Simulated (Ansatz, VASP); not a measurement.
# Pt (linear Pt chain): VASP beside Ansatz, part 2 of 2

Wanted: the spread between two codes on one cell, functional and k mesh. The cell is taken from a series of runs on this material, whose earlier steps may have relaxed, scaled, displaced or heated it; both programs get it as it stands.

VASP 6.6.1 and Ansatz 0.2.0.

So far: VASP: single point, PBE, pair 1; Ansatz: single point, PBE, pair 1; Comparison; Other set-ups; Ansatz: single point, PBE, pair 2; VASP: single point, PBE, pair 2.

## 7. VASP: single point, PBE, pair 2 (continued)

Level of this step: PBE, zero-moment start; plane waves and PAW (Pt) (VASP).

Numbers of over 12 decimals in the logs are rounded to 6 here.

OUTCAR, selected parts (step 7):

```text
  Total       -0.0843190     -0.0843190     10.6601032     -0.0000000      0.0000000      0.0000000
  in kB       -1.1101399     -1.1101399    140.3504035     -0.0000000      0.0000000      0.0000000
  external PRESSURE =      46.0433745 kB  Pullay stress =       0.0000000 kB

  FREE ENERGIE OF THE ION-ELECTRON SYSTEM (eV)
  ---------------------------------------------------
  free  energy   TOTEN  =        -3.1009445666 eV

  energy  without entropy=       -3.0915774524  energy(sigma->0) =       -3.09626101

 magnetization (x)
# of ion       s       p       d       tot
------------------------------------------
    1        0.000   0.000   0.000   0.000

[... 1 part as in an earlier step ...]

[... 3 further parts left out ...]
[key lines of the parts left out:]
E-fermi :  -3.7303
```

## 8. Side by side

What differs besides the data sets and the points named for the pairs above, as far as they apply: the data sets hold 18 valence electrons in Ansatz (on its default PAW (the set named soft_2) files) and 10 in VASP. Total energies have different zeros and are not compared.

Both answers:

```tsv
quantity	Ansatz	VASP	difference
pressure (GPa)	5.00	4.60	+0.39
```

## 9. Ansatz: single point, PBE, pair 3

With cell and atoms fixed, the geometry can't cause a difference; cores, projectors, grids and the points listed under the comparison can. The cell compared in this pair holds 158.73 Å³, against 121.69 Å³ for the pair before.

The cell is taken from a series of runs on this material, whose earlier steps may have relaxed, scaled, displaced or heated it; both programs get it as it stands.

File input.yaml:

```yaml
crystal:
  lattice:
    - [7.5, 0.0, 0.0]
    - [0.0, 7.5, 0.0]
    - [0.0, 0.0, 2.8218194215]
  atoms:
    - { symbol: Pt, position: [0.5, 0.5, 0.0], spin: 0.6 }
magnetization:
  spin_polarized: true
kpoints:
  mp_grid: { grid: [1, 1, 29] }
scf:
  occupations: { method: fermi_dirac, width: 0.05 }
hamiltonian:
  xc: pbe
output:
  transmission:
    e_range: [-2, 2]
    de: 0.035
    kmesh: [1, 1]
    reduced_basis: true
    leads: [[0, 0]]
  stress: true
```

On the command line:

```sh
> ansatz run input.yaml --threads 4 --pin off --max-ram 8192MiB --backend cpu --events-out ev --progress --plain --runs-dir out
```

The program printed:

```text
[...]
Crystal: 1 atoms, lattice volume = 158.727 Å³
Basis set: ecut = 420 eV, 3129 PW (Γ)
Bands: 14, of which v1, the nominal top of the filled ones, is band 9 counted from 1 (8 counted from 0)
Symmetry: 16 space group operations
[...]
k-points: 15 of 29
[...]
Starting moments: Σ|m| = 0.6 μB on 1 of 1 site
[...]
--- Transmission ---
  basis      : 497 plane waves across, 4 finite elements along
  points     : 1, standing for a mesh of 1 x 1
[...]
crystal 0  : Pt1, at the sites [0, 0], period 2.8218 Å: whole cells are its period
[...]
filled         : 17.7 meV over the level at which it is neutral
    channels       : 1.000000e0 up, 4.000000e0 down
[...]
[key lines of the parts left out:]
SCF converged after 11 iterations
Magnetization: 1.1833 μB (9.5916 up, 8.4084 down)
Free energy (F): -12519.563965 eV
Fermi energy:    -3.436545 eV
P = ⅓ Tr σ = -2.1329 GPa (-21.329 kbar)
```

## 10. VASP: single point, PBE, pair 3

The same cell, functional, mesh and smearing now go to VASP, with its own data sets.

File INCAR:

```
SYSTEM = Pt
PREC = Accurate
ENCUT = 500
EDIFF = 1E-06
NELM = 200
ISMEAR = -1
SIGMA = 0.05
LREAL = .FALSE.
ALGO = Normal
GGA = PE
NBANDS = 12
ISPIN = 2
MAGMOM = 1.03
LASPH = .TRUE.
LMAXMIX = 4
LORBIT = 11
LWAVE = .FALSE.
LCHARG = .FALSE.
ISIF = 2
GGA_COMPAT = .FALSE.
KPAR = 2
```

File POSCAR:

```
Pt
1.0
    7.5000000000      0.0000000000      0.0000000000
    0.0000000000      7.5000000000      0.0000000000
    0.0000000000      0.0000000000      2.8218194215
Pt
1
Direct
    0.5000000000      0.5000000000      0.0000000000
```

File KPOINTS:

```
Automatic mesh
0
Gamma
1 1 29
0 0 0
```

Potentials, in the order of the species: Pt (PBE family, release 64).

On the command line:

```sh
> mpirun -np 2 vasp_std
```

The program printed:

```text
[... set-up lines as in an earlier step ...]
 entering main loop
       N       E                     dE             d eps       ncg     rms          rms(c)
DAV:   1     0.525192792921E+02    0.52519E+02   -0.28679E+03   720   0.529E+02
DAV:   2     0.650118059953E+00   -0.51869E+02   -0.46001E+02  1188   0.914E+01
DAV:   3    -0.278229487874E+01   -0.34324E+01   -0.33276E+01   808   0.282E+01
DAV:   4    -0.280594444286E+01   -0.23650E-01   -0.23627E-01   888   0.282E+00
[...]
DAV:  17    -0.265062046606E+01   -0.91725E-05   -0.20091E-06   724   0.681E-03    0.126E-03
DAV:  18    -0.265062581359E+01   -0.53475E-05   -0.13003E-06   728   0.560E-03    0.127E-03
DAV:  19    -0.265062595411E+01   -0.14052E-06   -0.19193E-07   768   0.327E-03
   1 F= -.26506260E+01 E0= -.26322139E+01  d E =-.368241E-01  mag=     1.1843
```

From OUTCAR (step 10):

```text
  Total       -0.1105842     -0.1105842     -6.1255427     -0.0000000     -0.0000000      0.0000000
  in kB       -1.1162256     -1.1162256    -61.8305926     -0.0000000     -0.0000000      0.0000000
  external PRESSURE =     -21.3543480 kB  Pullay stress =       0.0000000 kB

  FREE ENERGIE OF THE ION-ELECTRON SYSTEM (eV)
  ---------------------------------------------------
  free  energy   TOTEN  =        -2.6506259541 eV

  energy  without entropy=       -2.6138018684  energy(sigma->0) =       -2.63221391

 magnetization (x)
# of ion       s       p       d       tot
------------------------------------------
    1        0.082   0.002   1.010   1.094

[... 1 part as in an earlier step ...]

[... 3 further parts left out ...]
[key lines of the parts left out:]
E-fermi :  -4.5969
```

## 11. Comparison

What differs besides the data sets and the points named for the pairs above, as far as they apply: VASP starts from the moments at which Ansatz ended; the data sets hold 18 valence electrons in Ansatz (on its default PAW (the set named soft_2) files) and 10 in VASP; site moments are counted in spheres of each program's own size. Total energies have different zeros and are not compared.

The two programs side by side:

```tsv
quantity	Ansatz	VASP	difference
pressure (GPa)	-2.13	-2.14	0.00
total moment (μB)	1.18	1.18	0.00
moment on Pt1 (μB)	1.03	1.09	-0.07
```

## 12. Results

| Quantity | Value |
| --- | --- |
| difference in pressure (single point, PBE, pair 1) | 1.0 GPa |
| difference in pressure (single point, PBE, pair 2) | 0.39 GPa |
| difference in total moment (single point, PBE, pair 3) | -0.0010 μB |

What this shows: The difference in pressure is 1.0 GPa (single point, PBE, pair 1), at about the 1 GPa picked in this series as the mark of a large difference. The data sets hold unlike numbers of valence electrons (18 in Ansatz and 10 in VASP), so part of the differences comes from the potentials. Single point, PBE, pair 1, VASP with the data sets Pt_sv_GW: the difference in pressure goes from 1.0 to 0.25 GPa. 5 further runs of this series are not shown here. How closely two codes agree says nothing of how well the functional describes the real material.

[Lines on the potential files, build, host, timing and source positions are cut from VASP's logs without a mark.]

[Logs are printed without paths, hosts, clocks, repeated set-up lines and the standing remarks that a program may print on its own settings, such as how far it seeks lower states.]

[Hosts, paths, dates, database ids (printed as entryN), source tags and the programs' standing remarks are cut or masked in the printed files.]
